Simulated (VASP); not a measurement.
Computed with PBE GGA with D4 dispersion, VASP's PBE PAW potentials (set 64) (plane waves; VASP).

VASP ran on this input.

### POSCAR
```
La2O3
1
    1.9775319119    -3.4251856547     0.0000000000
    1.9775319119     3.4251856547     0.0000000000
    0.0000000000     0.0000000000     6.1595743903
La O
2 3
Direct
  0.3333330000   0.6666670000   0.2459260241
  0.6666670000   0.3333330000   0.7540739759
  1.0000000000   1.0000000000   1.0000000000
  0.3333330000   0.6666670000   0.6462274191
  0.6666670000   0.3333330000   0.3537725809
```

KPOINTS:
```
Automatic mesh
0
Gamma
7 7 4
0 0 0
```

INCAR:
```
SYSTEM = La2O3
PREC = Accurate
ENCUT = 520
EDIFF = 1E-7
NELM = 100
ALGO = Normal
LREAL = .FALSE.
LASPH = .TRUE.
ISMEAR = 0
SIGMA = 0.05
GGA = PE
IVDW = 13
LMAXMIX = 6
LWAVE = .FALSE.
LCHARG = .FALSE.
ISIF = 4
IBRION = 2
NSW = 30
EDIFFG = -0.01
```

POTCAR, in this order: La O (PBE.64 set). Program: vasp_std.

The run wrote:

OSZICAR:
```
       N       E                     dE             d eps       ncg     rms          rms(c)
DAV:   1     0.472409698813E+03    0.47241E+03   -0.15865E+04  1360   0.253E+03
DAV:   2     0.886678634860E+02   -0.38374E+03   -0.37854E+03  1976   0.407E+02
DAV:   3    -0.286532907017E+02   -0.11732E+03   -0.11526E+03  2456   0.221E+02
DAV:   4    -0.464923848907E+02   -0.17839E+02   -0.17832E+02  2352   0.912E+01
DAV:   5    -0.475266015033E+02   -0.10342E+01   -0.10338E+01  2416   0.267E+01    0.149E+01
DAV:   6    -0.418936174727E+02    0.56330E+01   -0.52588E+01  2072   0.437E+01    0.764E+00
DAV:   7    -0.418241768203E+02    0.69441E-01   -0.58194E+00  2544   0.255E+01    0.350E+00
DAV:   8    -0.418163981893E+02    0.77786E-02   -0.48540E-01  2344   0.620E+00    0.134E+00
DAV:   9    -0.418182134784E+02   -0.18153E-02   -0.71954E-02  2360   0.242E+00    0.408E-01
DAV:  10    -0.418206355205E+02   -0.24220E-02   -0.43252E-02  2320   0.142E+00    0.215E-01
DAV:  11    -0.418213126722E+02   -0.67715E-03   -0.15274E-02  2320   0.932E-01    0.146E-01
DAV:  12    -0.418215451476E+02   -0.23248E-03   -0.28846E-03  2152   0.411E-01    0.595E-02
DAV:  13    -0.418215771923E+02   -0.32045E-04   -0.11582E-03  2320   0.242E-01    0.206E-02
DAV:  14    -0.418215864851E+02   -0.92927E-05   -0.10172E-04  2264   0.929E-02    0.401E-03
DAV:  15    -0.418215873477E+02   -0.86267E-06   -0.81030E-06  2424   0.275E-02    0.330E-03
DAV:  16    -0.418215872301E+02    0.11766E-06   -0.14417E-06  2200   0.983E-03    0.180E-03
DAV:  17    -0.418215872390E+02   -0.88903E-08   -0.14834E-07  1416   0.470E-03
   1 F= -.43090405E+02 E0= -.43090405E+02  d E =-.430904E+02
       N       E                     dE             d eps       ncg     rms          rms(c)
DAV:   1    -0.418231321600E+02   -0.15449E-02   -0.77749E-01  2232   0.101E+01    0.336E-01
DAV:   2    -0.418246768429E+02   -0.15447E-02   -0.42539E-02  2232   0.157E+00    0.213E-01
DAV:   3    -0.418240582693E+02    0.61857E-03   -0.39222E-03  2600   0.641E-01    0.109E-01
DAV:   4    -0.418239169844E+02    0.14128E-03   -0.92693E-04  2656   0.321E-01    0.463E-02
DAV:   5    -0.418239086386E+02    0.83458E-05   -0.37309E-04  2496   0.139E-01    0.197E-02
DAV:   6    -0.418239084174E+02    0.22114E-06   -0.38227E-05  2208   0.553E-02    0.117E-02
DAV:   7    -0.418239112824E+02   -0.28650E-05   -0.36972E-05  2392   0.420E-02    0.998E-03
DAV:   8    -0.418239095455E+02    0.17369E-05   -0.12608E-05  2280   0.261E-02    0.198E-03
DAV:   9    -0.418239096882E+02   -0.14272E-06   -0.15641E-06  2176   0.958E-03    0.905E-04
DAV:  10    -0.418239097048E+02   -0.16576E-07   -0.54773E-08  1232   0.320E-03
   2 F= -.43093990E+02 E0= -.43093990E+02  d E =-.358414E-02
       N       E                     dE             d eps       ncg     rms          rms(c)
DAV:   1    -0.418237608267E+02    0.14886E-03   -0.19217E-02  2232   0.156E+00    0.528E-02
DAV:   2    -0.418237989240E+02   -0.38097E-04   -0.10333E-03  2232   0.246E-01    0.333E-02
DAV:   3    -0.418237839650E+02    0.14959E-04   -0.94613E-05  2584   0.101E-01    0.170E-02
DAV:   4    -0.418237806808E+02    0.32842E-05   -0.21655E-05  2672   0.495E-02    0.710E-03
DAV:   5    -0.418237805566E+02    0.12420E-06   -0.90886E-06  2496   0.216E-02    0.310E-03
DAV:   6    -0.418237805021E+02    0.54411E-07   -0.10561E-06  2056   0.914E-03    0.168E-03
DAV:   7    -0.418237805028E+02   -0.62528E-09   -0.65305E-07  1712   0.609E-03
   3 F= -.43094058E+02 E0= -.43094058E+02  d E =-.365274E-02
       N       E                     dE             d eps       ncg     rms          rms(c)
DAV:   1    -0.418244788483E+02   -0.69835E-03   -0.15286E-01  1832   0.605E+00    0.192E-01
DAV:   2    -0.418246827837E+02   -0.20394E-03   -0.10957E-02  2504   0.125E+00    0.119E-01
DAV:   3    -0.418243069520E+02    0.37583E-03   -0.13520E-03  2672   0.445E-01    0.256E-02
DAV:   4    -0.418243064575E+02    0.49450E-06   -0.82363E-05  2192   0.748E-02    0.147E-02
DAV:   5    -0.418243072125E+02   -0.75500E-06   -0.11566E-05  2480   0.295E-02    0.749E-03
DAV:   6    -0.418243072831E+02   -0.70532E-07   -0.65598E-06  2320   0.180E-02    0.436E-03
DAV:   7    -0.418243071236E+02    0.15943E-06   -0.10325E-06  1856   0.835E-03    0.174E-03
DAV:   8    -0.418243071482E+02   -0.24552E-07   -0.10804E-06  1760   0.717E-03    0.106E-03
DAV:   9    -0.418243071384E+02    0.98134E-08   -0.77486E-08  1056   0.434E-03
   4 F= -.43094699E+02 E0= -.43094699E+02  d E =-.640569E-03
       N       E                     dE             d eps       ncg     rms          rms(c)
DAV:   1    -0.418246958115E+02   -0.38866E-03   -0.21212E-01  1832   0.713E+00    0.226E-01
DAV:   2    -0.418249781181E+02   -0.28231E-03   -0.15200E-02  2480   0.147E+00    0.140E-01
DAV:   3    -0.418244592565E+02    0.51886E-03   -0.18967E-03  2672   0.525E-01    0.301E-02
DAV:   4    -0.418244586641E+02    0.59233E-06   -0.11369E-04  2160   0.881E-02    0.173E-02
DAV:   5    -0.418244596929E+02   -0.10288E-05   -0.15545E-05  2496   0.343E-02    0.888E-03
DAV:   6    -0.418244597837E+02   -0.90776E-07   -0.79815E-06  2288   0.200E-02    0.492E-03
DAV:   7    -0.418244596468E+02    0.13692E-06   -0.12507E-06  1896   0.947E-03    0.190E-03
DAV:   8    -0.418244596838E+02   -0.37061E-07   -0.13866E-06  1784   0.817E-03    0.130E-03
DAV:   9    -0.418244596660E+02    0.17811E-07   -0.11334E-07  1128   0.496E-03
   5 F= -.43094982E+02 E0= -.43094982E+02  d E =-.924217E-03
       N       E                     dE             d eps       ncg     rms          rms(c)
DAV:   1    -0.418244541885E+02    0.54953E-05   -0.57931E-04  1864   0.374E-01    0.118E-02
DAV:   2    -0.418244550175E+02   -0.82898E-06   -0.41610E-05  2440   0.774E-02    0.734E-03
DAV:   3    -0.418244536081E+02    0.14094E-05   -0.47768E-06  2656   0.268E-02    0.135E-03
DAV:   4    -0.418244536214E+02   -0.13290E-07   -0.17358E-07  1312   0.390E-03
   6 F= -.43094983E+02 E0= -.43094983E+02  d E =-.924896E-03
       N       E                     dE             d eps       ncg     rms          rms(c)
DAV:   1    -0.418243963286E+02    0.57279E-04   -0.37668E-02  1760   0.148E+00    0.343E-02
DAV:   2    -0.418245543075E+02   -0.15798E-03   -0.17694E-03  2096   0.477E-01    0.218E-02
DAV:   3    -0.418245451826E+02    0.91250E-05   -0.60147E-05  2336   0.798E-02    0.141E-02
DAV:   4    -0.418245379035E+02    0.72790E-05   -0.44796E-05  2376   0.574E-02    0.463E-03
DAV:   5    -0.418245381378E+02   -0.23427E-06   -0.69843E-06  1880   0.211E-02    0.391E-03
DAV:   6    -0.418245380904E+02    0.47413E-07   -0.36142E-06  2408   0.140E-02    0.207E-03
DAV:   7    -0.418245380775E+02    0.12886E-07   -0.32131E-07  1528   0.505E-03
   7 F= -.43095058E+02 E0= -.43095058E+02  d E =-.748377E-04
       N       E                     dE             d eps       ncg     rms          rms(c)
DAV:   1    -0.418243476601E+02    0.19043E-03   -0.60252E-02  1768   0.187E+00    0.437E-02
DAV:   2    -0.418245989645E+02   -0.25130E-03   -0.28172E-03  2096   0.601E-01    0.273E-02
DAV:   3    -0.418245842994E+02    0.14665E-04   -0.95916E-05  2320   0.100E-01    0.176E-02
DAV:   4    -0.418245731529E+02    0.11146E-04   -0.69852E-05  2368   0.719E-02    0.570E-03
DAV:   5    -0.418245735811E+02   -0.42814E-06   -0.10905E-05  1872   0.263E-02    0.495E-03
DAV:   6    -0.418245734908E+02    0.90259E-07   -0.52709E-06  2480   0.172E-02    0.253E-03
DAV:   7    -0.418245734982E+02   -0.73937E-08   -0.66769E-07  1872   0.657E-03
   8 F= -.43095081E+02 E0= -.43095081E+02  d E =-.974092E-04
```

### OUTCAR
```
------------------------ aborting loop because EDIFF is reached ----------------------------------------
  Edisp (eV):   -1.27051
  FORCE on cell =-STRESS in cart. coord.  units (eV):
  Direction    XX          YY          ZZ          XY          YZ          ZX
  --------------------------------------------------------------------------------------
  Total      -1.65887    -1.65887    -1.65131     0.00000     0.00000    -0.00000
  in kB     -31.85178   -31.85178   -31.70676     0.00000     0.00000    -0.00000
  external pressure =      -31.80 kB  Pullay stress =        0.00 kB
  volume of cell :       83.44
      direct lattice vectors                 reciprocal lattice vectors
     1.969722801 -3.411659899 -0.000000000     0.253842825 -0.146556226 -0.000000000
     1.969722801  3.411659899 -0.000000000     0.253842825  0.146556226  0.000000000
    -0.000000000 -0.000000000  6.208511340     0.000000000  0.000000000  0.161069207
 POSITION                                       TOTAL-FORCE (eV/Angst)
 -----------------------------------------------------------------------------------
      1.96972      1.13722      1.54025         0.000000      0.000000      0.003497
      1.96972     -1.13722      4.66826        -0.000000      0.000000     -0.003497
      0.00000     -0.00000      0.00000         0.000000     -0.000000     -0.000000
      1.96972      1.13722      4.00473         0.000000     -0.000000      0.003604
      1.96972     -1.13722      2.20378        -0.000000     -0.000000     -0.003604
 -----------------------------------------------------------------------------------
    total drift:                                0.000000      0.000000      0.000000
  FREE ENERGIE OF THE ION-ELECTRON SYSTEM (eV)
  ---------------------------------------------------
  free  energy   TOTEN  =       -43.0950805148 eV

  energy  without entropy=      -43.0950805148  energy(sigma->0) =      -43.09508051

 reached required accuracy - stopping structural energy minimisation
```
(Selected blocks of OUTCAR.)

CONTCAR:
```
La2O3
   1.00000000000000
     1.9697228010370615   -3.4116598986073403   -0.0000000000000000
     1.9697228010370615    3.4116598986073403   -0.0000000000000000
    -0.0000000000000000   -0.0000000000000000    6.2085113396038789
  La              O
     2     3
Direct
     0.3333330000000032    0.6666669999999968    0.2480865851690008
     0.6666669999999968    0.3333330000000032    0.7519134148309994
     0.0000000000000000    0.0000000000000000    0.0000000000000000
     0.3333330000000032    0.6666669999999968    0.6450392473411185
     0.6666669999999968    0.3333330000000032    0.3549607526588815
```

The compound is La2O3 in the a-type structure. This cell is one point of a volume scan, at 1.03 of the reference volume. Symmetry was kept, so distortions that lower it aren't found.
